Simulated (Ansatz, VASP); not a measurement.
# CdH2: VASP beside Ansatz

One calculation is typed for both programs; each brings its own data sets. How far apart do they land? The cell is generated by rule, not measured, and may not be a known phase. The cell is taken from a series of runs on this material, whose earlier steps may have relaxed, scaled, displaced or heated it; both programs get it as it stands.

Program: Ansatz 0.2.0. Level of theory: plane waves, with VASP 6.6.1 beside it; zone-centre phonons at PBEsol. Results are calculated unless marked as measured.

The structure was built from a prototype and need not be the compound's stable phase.

### Step 1. Set-up

It takes space group P-3m1 (No. 164, trigonal). The conventional cell has a = 3.103 Å, b = 3.103 Å, c = 4.416 Å, α = 90.00°, β = 90.00°, γ = 120.00°. Nearest to Cd lie 6 H at 2.07 Å. H has 3 Cd at 2.07 Å nearest. Farther neighbours are not listed.

Structure file:

```xyz
3
Lattice="3.1034 0.0000 0.0000 -1.5517 2.6876 0.0000 0.0000 0.0000 4.4155" Properties=species:S:1:pos:R:3 pbc="T T T"
Cd    0.0000    0.0000    0.0000
H     0.0000    1.7918    1.0297
H     1.5517    0.8959    3.3858
```

### Step 2. VASP: zone-centre phonons, PBEsol

Second derivatives magnify differences that forces hide, and they need a tight electronic threshold.

Lines of VASP's logs that name or quote its potential files are left out, and so is its time.

INCAR reads:

```
SYSTEM = CdH2
PREC = Accurate
ENCUT = 500
EDIFF = 1E-08
NELM = 120
ISMEAR = 0
SIGMA = 0.01
LREAL = .FALSE.
ALGO = Normal
GGA = PS
NBANDS = 13
LORBIT = 11
LWAVE = .FALSE.
LCHARG = .FALSE.
ISIF = 2
IBRION = 8
LASPH = .TRUE.
GGA_COMPAT = .FALSE.
EFERMI = MIDGAP
KPAR = 2
```

POSCAR reads:

```
CdH2
1.0
    3.1034231172      0.0000000000      0.0000000000
   -1.5517115586      2.6876432582      0.0000000000
    0.0000000000      0.0000000000      4.4155095098
Cd H
1 2
Direct
    0.0000000000      0.0000000000      0.0000000000
    0.3333333333      0.6666666667      0.2331933751
    0.6666666667      0.3333333333      0.7668066249
```

KPOINTS reads:

```
Automatic mesh
0
Gamma
9 9 6
0 0 0
```

Potentials, in the order of the species: Cd and H (PBE family, release 64).

Command:

```
$ mpirun -np 2 vasp_std
```

Numbers of over 12 decimals in the logs are rounded to 6 here.

What it wrote:

```text
[banner, memory and clock lines left out]
running    2 mpi-ranks, on    1 nodes
 distrk:  each k-point on    1 cores,    2 groups
 distr:  one band on    1 cores,    1 groups

 POSCAR found type information on POSCAR CdH
 POSCAR found :  2 types and       3 ions
|                                                                             |
|               ----> ADVICE to this user running VASP <----                  |
|                                                                             |
|     You enforced a specific xc type in the INCAR file but a different       |
|     [... a line on the potential file left out ...]
|     I HOPE YOU KNOW WHAT YOU ARE DOING!                                     |
|                                                                             |

 LDA part: xc-table for (Slater+PW92), standard interpolation
 POSCAR, INCAR and KPOINTS ok, starting setup
 FFT: planning ... GRIDC
 FFT: planning ... GRID_SOFT
 FFT: planning ... GRID
 WAVECAR not read
 entering main loop
       N       E                     dE             d eps       ncg     rms          rms(c)
DAV:   1     0.739678644929E+02    0.73968E+02   -0.71445E+03  1660   0.965E+02
DAV:   2    -0.532299915177E+01   -0.79291E+02   -0.74402E+02  1837   0.240E+02
DAV:   3    -0.717791561764E+01   -0.18549E+01   -0.18529E+01  1917   0.405E+01
DAV:   4    -0.718180740811E+01   -0.38918E-02   -0.38917E-02  1812   0.189E+00
DAV:   5    -0.718182412784E+01   -0.16720E-04   -0.16720E-04  1892   0.114E-01    0.802E+00
DAV:   6    -0.668920101192E+01    0.49262E+00   -0.72333E-01  1925   0.126E+01    0.615E+00
DAV:   7    -0.660517829037E+01    0.84023E-01   -0.25115E-01  1782   0.383E+00    0.226E+00
DAV:   8    -0.660535481699E+01   -0.17653E-03   -0.38804E-02  1692   0.248E+00    0.246E-01
DAV:   9    -0.660525288234E+01    0.10193E-03   -0.11772E-03  1867   0.464E-01    0.143E-01
DAV:  10    -0.660530631119E+01   -0.53429E-04   -0.12110E-04  1757   0.135E-01    0.148E-02
DAV:  11    -0.660530874542E+01   -0.24342E-05   -0.73789E-06  1752   0.289E-02    0.154E-02
DAV:  12    -0.660530849602E+01    0.24940E-06   -0.14114E-06  1907   0.155E-02    0.681E-04
DAV:  13    -0.660530852165E+01   -0.25631E-07   -0.83281E-08  1757   0.280E-03    0.808E-04
DAV:  14    -0.660530849838E+01    0.23276E-07   -0.10109E-08  1111   0.732E-04    0.477E-05
DAV:  15    -0.660530850011E+01   -0.17362E-08   -0.14443E-09   836   0.258E-04
   1 F= -.66053085E+01 E0= -.66053085E+01  d E =0.000000E+00
 Linear response reoptimize wavefunctions to high precision
DAV:   1    -0.660530850048E+01   -0.36675E-09   -0.11490E-10   961   0.878E-05
DAV:   2    -0.660530850045E+01    0.29786E-10   -0.96080E-12   846   0.223E-05
 Linear response DOF=           4
 Linear response progress:
  Degree of freedom:   1/  4
       N       E                     dE             d eps       ncg     rms          rms(c)
RMM:   1    -0.421104634664E+00   -0.42110E+00   -0.21487E-01  5519   0.362E+00
RMM:   2    -0.421845584798E+00   -0.74095E-03   -0.13826E-03  5564   0.302E-01    0.546E-02
RMM:   3    -0.421540911168E+00    0.30467E-03   -0.30136E-05  6312   0.433E-02    0.293E-02
RMM:   4    -0.421205079574E+00    0.33583E-03   -0.85342E-06  6335   0.253E-02    0.505E-03
RMM:   5    -0.421153565918E+00    0.51514E-04   -0.18310E-07  5716   0.413E-03    0.178E-03
RMM:   6    -0.421163314894E+00   -0.97490E-05   -0.95002E-08  6242   0.239E-03    0.415E-04
RMM:   7    -0.421163340012E+00   -0.25118E-07   -0.62851E-09  6494   0.530E-04    0.791E-05
RMM:   8    -0.421163090773E+00    0.24924E-06   -0.12795E-09  6539   0.118E-04    0.136E-05
RMM:   9    -0.421162973420E+00    0.11735E-06   -0.10550E-09  6525   0.396E-05    0.158E-06
RMM:  10    -0.421162963677E+00    0.97430E-08   -0.12567E-09  5697   0.206E-05    0.598E-07
 first order change of Fermi-energy  -0.87432E-04
 force on displaced ion       1 direction 1 :  -0.989   0.000   0.000
 Linear response progress:
  Degree of freedom:   2/  4
       N       E                     dE             d eps       ncg     rms          rms(c)
RMM:   1    -0.441047086355E+00   -0.44105E+00   -0.21018E-01  2489   0.368E+00
RMM:   2    -0.441664741609E+00   -0.61766E-03   -0.17534E-03  2441   0.357E-01    0.505E-02
RMM:   3    -0.440968054986E+00    0.69669E-03   -0.27785E-05  2408   0.420E-02    0.307E-02
RMM:   4    -0.440240088512E+00    0.72797E-03   -0.31472E-05  2407   0.412E-02    0.818E-03
RMM:   5    -0.440181507910E+00    0.58581E-04   -0.17453E-06  2713   0.103E-02    0.156E-03
RMM:   7    -0.440183824356E+00   -0.13824E-04   -0.39454E-08  2617   0.144E-03    0.233E-04
RMM:   8    -0.440184345621E+00   -0.52126E-06   -0.64894E-09  2768   0.462E-04    0.368E-05
RMM:   9    -0.440184438674E+00   -0.93052E-07   -0.52496E-10  2785   0.579E-05    0.237E-05
RMM:  10    -0.440184326482E+00    0.11219E-06   -0.76590E-10  2781   0.487E-05    0.276E-06
RMM:  11    -0.440184363361E+00   -0.36879E-07   -0.84506E-10  2556   0.144E-05    0.161E-06
RMM:  12    -0.440184367151E+00   -0.37893E-08   -0.59121E-10  2287   0.133E-05    0.896E-08
 first order change of Fermi-energy  -0.17817E-03
 force on displaced ion       1 direction 3 :   0.000   0.000  -4.271
 Linear response progress:
  Degree of freedom:   3/  4
       N       E                     dE             d eps       ncg     rms          rms(c)
RMM:   1    -0.151682488984E-01   -0.15168E-01   -0.36970E-03 13739   0.599E-01
RMM:   2    -0.150273201460E-01    0.14093E-03   -0.25718E-04  9657   0.125E-01    0.103E-01
RMM:   3    -0.153148952241E-01   -0.28758E-03   -0.39281E-05 10028   0.417E-02    0.579E-02
RMM:   4    -0.158641984160E-01   -0.54930E-03   -0.47863E-05  9811   0.458E-02    0.584E-03
RMM:   5    -0.159074700644E-01   -0.43272E-04   -0.11901E-06 10245   0.767E-03    0.809E-04
RMM:   6    -0.159053986507E-01    0.20714E-05   -0.51209E-09 10317   0.775E-04    0.303E-04
RMM:   7    -0.159060815180E-01   -0.68287E-06   -0.18848E-09 10416   0.429E-04    0.532E-05
RMM:   8    -0.159062727858E-01   -0.19127E-06   -0.21067E-09 10550   0.720E-05    0.253E-05
RMM:   9    -0.159062497385E-01    0.23047E-07   -0.51807E-11 10542   0.323E-05    0.248E-06
RMM:  10    -0.159062530843E-01   -0.33458E-08    0.55938E-10  8891   0.567E-06    0.122E-06
 first order change of Fermi-energy   0.24277E-04
 force on displaced ion       2 direction 1 :  -1.586   0.001   0.000
 Linear response progress:
  Degree of freedom:   4/  4
       N       E                     dE             d eps       ncg     rms          rms(c)
RMM:   1    -0.152197615367E-01   -0.15220E-01   -0.25409E-03  3216   0.555E-01
RMM:   2    -0.150999306150E-01    0.11983E-03   -0.14519E-04  2471   0.919E-02    0.108E-01
RMM:   3    -0.153308004233E-01   -0.23087E-03   -0.14492E-05  2473   0.260E-02    0.609E-02
RMM:   4    -0.157376205258E-01   -0.40682E-03   -0.20877E-05  2518   0.300E-02    0.443E-03
RMM:   5    -0.157668415016E-01   -0.29221E-04   -0.71971E-07  2599   0.392E-03    0.850E-04
RMM:   6    -0.157695917573E-01   -0.27503E-05    0.62291E-09  2599   0.108E-03    0.200E-04
RMM:   7    -0.157709848356E-01   -0.13931E-05    0.25585E-08  2654   0.244E-04    0.994E-05
RMM:   8    -0.157711174833E-01   -0.13265E-06    0.79673E-09  2627   0.141E-04    0.123E-05
RMM:   9    -0.157710612459E-01    0.56237E-07   -0.15382E-10  2490   0.188E-05    0.471E-06
RMM:  10    -0.157710608768E-01    0.36906E-09   -0.16866E-10  2486   0.960E-06    0.136E-06
 first order change of Fermi-energy   0.48705E-01
 force on displaced ion       2 direction 3 :  -0.000   0.000  -2.872
 Linear response finished
```

Parts of OUTCAR (step 2):

```text
ion  position               nearest neighbor table
   1  0.000  0.000  0.000-   2 2.07   3 2.07   3 2.07   2 2.07   3 2.07   2 2.07
   2  0.333  0.667  0.233-   1 2.07   1 2.07   1 2.07
   3  0.667  0.333  0.767-   1 2.07   1 2.07   1 2.07

  LATTYP: Found a hexagonal cell.
 ALAT       =     3.1034231172
 C/A-ratio  =     1.4227868206

 Subroutine GETGRP returns: Found 12 space group operations
 (whereof 12 operations were pure point group operations)

The static configuration has the point symmetry D_3d.

 Found     62 irreducible k-points:

   k-points           NKPTS =     62   k-points in BZ     NKDIM =     62   number of bands    NBANDS=     13

   dimension x,y,z NGX =    24 NGY =   24 NGZ =   32
   dimension x,y,z NGXF=    48 NGYF=   48 NGZF=   64

   ENCUT  =  500.0 eV  36.75 Ry    6.06 a.u.   5.66  5.66  8.05*2*pi/ulx,y,z

   NELECT =      14.0000    total number of electrons

 k-points in reciprocal lattice and weights: Automatic mesh
   0.00000000  0.00000000  0.00000000       0.002
   0.11111111 -0.00000000  0.00000000       0.012
   0.22222222  0.00000000  0.00000000       0.012
   0.33333333  0.00000000  0.00000000       0.012
   0.44444444  0.00000000  0.00000000       0.012
   0.11111111  0.11111111  0.00000000       0.012
   0.22222222  0.11111111  0.00000000       0.025
   0.33333333  0.11111111  0.00000000       0.025
   0.44444444  0.11111111  0.00000000       0.012
[...]
0.33333333  0.22222222  0.50000000       0.025
   0.33333333  0.33333333  0.50000000       0.004

 average (electrostatic) potential at core
       1 -41.2454       2 -35.2078       3 -35.2078

  Total        0.0752381      0.0752381      0.0455143      0.0000000      0.0000000     -0.0000000
  in kB        3.2730668      3.2730668      1.9800005      0.0000000      0.0000000     -0.0000000
  external PRESSURE =       2.8420447 kB  Pullay stress =       0.0000000 kB

  energy-cutoff  :      500.00
  volume of cell :       36.83
      direct lattice vectors                 reciprocal lattice vectors
     3.103423117  0.000000000  0.000000000     0.322224834  0.186036595  0.000000000
    -1.551711559  2.687643258  0.000000000     0.000000000  0.372073190  0.000000000
     0.000000000  0.000000000  4.415509510     0.000000000  0.000000000  0.226474430

 POSITION                                       TOTAL-FORCE (eV/Angst)
 -----------------------------------------------------------------------------------
      0.00000      0.00000      0.00000        -0.000000      0.000000     -0.000000
     -0.00000      1.79176      1.02967        -0.000000      0.000000      0.028280
      1.55171      0.89588      3.38584         0.000000      0.000000     -0.028280
 -----------------------------------------------------------------------------------
    total drift:                                0.000000      0.000000      0.000000

 Eigenvectors and eigenvalues of the dynamical matrix
 ----------------------------------------------------

   1 f  =   29.727991 THz   186.786477 2PiTHz  991.619044 cm-1   122.945037 meV
             X         Y         Z           dx          dy          dz
      0.000000  0.000000  0.000000     0.000000    0.000000   -0.000000
     -0.000000  1.791762  1.029668     0.000000    0.000000   -0.707107
      1.551712  0.895881  3.385842    -0.000000   -0.000000    0.707107

   2 f  =   25.642761 THz   161.118218 2PiTHz  855.350429 cm-1   106.049890 meV
             X         Y         Z           dx          dy          dz
      0.000000  0.000000  0.000000     0.000000    0.000000    0.000000
     -0.000000  1.791762  1.029668    -0.000002   -0.707107    0.000000
      1.551712  0.895881  3.385842     0.000002    0.707107    0.000000

   3 f  =   25.642761 THz   161.118218 2PiTHz  855.350429 cm-1   106.049890 meV
             X         Y         Z           dx          dy          dz
      0.000000  0.000000  0.000000     0.000000    0.000000    0.000000
     -0.000000  1.791762  1.029668     0.707107   -0.000002   -0.000000
      1.551712  0.895881  3.385842    -0.707107    0.000002   -0.000000

   4 f  =   23.008976 THz   144.569660 2PiTHz  767.496829 cm-1    95.157436 meV
             X         Y         Z           dx          dy          dz
      0.000000  0.000000  0.000000    -0.000000   -0.000000   -0.132436
     -0.000000  1.791762  1.029668     0.000000    0.000000    0.700878
      1.551712  0.895881  3.385842    -0.000000   -0.000000    0.700878

   5 f  =   10.955527 THz    68.835604 2PiTHz  365.437032 cm-1    45.308397 meV
             X         Y         Z           dx          dy          dz
      0.000000  0.000000  0.000000    -0.000000   -0.133839    0.000000
     -0.000000  1.791762  1.029668     0.000002    0.700745    0.000000
      1.551712  0.895881  3.385842     0.000002    0.700745   -0.000000

   6 f  =   10.955527 THz    68.835604 2PiTHz  365.437032 cm-1    45.308397 meV
             X         Y         Z           dx          dy          dz
      0.000000  0.000000  0.000000     0.133839   -0.000000    0.000000
     -0.000000  1.791762  1.029668    -0.700745    0.000002   -0.000000
      1.551712  0.895881  3.385842    -0.700745    0.000002    0.000000

   7 f/i=    0.005134 THz     0.032260 2PiTHz    0.171263 cm-1     0.021234 meV
             X         Y         Z           dx          dy          dz
      0.000000  0.000000  0.000000     0.000000   -0.000000   -0.991192
     -0.000000  1.791762  1.029668     0.000000   -0.000000   -0.093647
      1.551712  0.895881  3.385842     0.000000   -0.000000   -0.093647

   8 f/i=    0.017953 THz     0.112802 2PiTHz    0.598848 cm-1     0.074248 meV
             X         Y         Z           dx          dy          dz
      0.000000  0.000000  0.000000    -0.239375   -0.961658   -0.000000
     -0.000000  1.791762  1.029668    -0.022860   -0.091836   -0.000000
      1.551712  0.895881  3.385842    -0.022860   -0.091836   -0.000000

   9 f/i=    0.017953 THz     0.112802 2PiTHz    0.598848 cm-1     0.074248 meV
             X         Y         Z           dx          dy          dz
      0.000000  0.000000  0.000000     0.961658   -0.239375    0.000000
     -0.000000  1.791762  1.029668     0.091836   -0.022860    0.000000
      1.551712  0.895881  3.385842     0.091836   -0.022860    0.000000

 ELASTIC MODULI CONTR FROM IONIC RELAXATION (kBar)
 Direction    XX          YY          ZZ          XY          YZ          ZX
 --------------------------------------------------------------------------------
 XX        -262.8519   -246.4685   -273.2449     -0.0000    -43.1384     -0.0000
 YY        -246.4685   -262.8519   -273.2449     -0.0000     43.1384     -0.0000
 ZZ        -273.2449   -273.2449   -293.1858     -0.0000      0.0000     -0.0000
 XY          -0.0000     -0.0000     -0.0000     -8.1917      0.0000    -43.1441
 YZ         -43.1384     43.1384      0.0000      0.0000   -227.1718      0.0000
 ZX          -0.0000     -0.0000     -0.0000    -43.1441      0.0000   -227.2318
 --------------------------------------------------------------------------------
```

(Continued in part 2 of 2.)

[Lines on the potential files, build, host, timing and source positions are cut from VASP's logs without a mark.]

[Logs are printed without paths, hosts, clocks, repeated set-up lines and the standing remarks that a program may print on its own settings, such as how far it seeks lower states.]

[Hosts, paths, dates, database ids (printed as entryN), source tags and the programs' standing remarks are cut or masked in the printed files.]
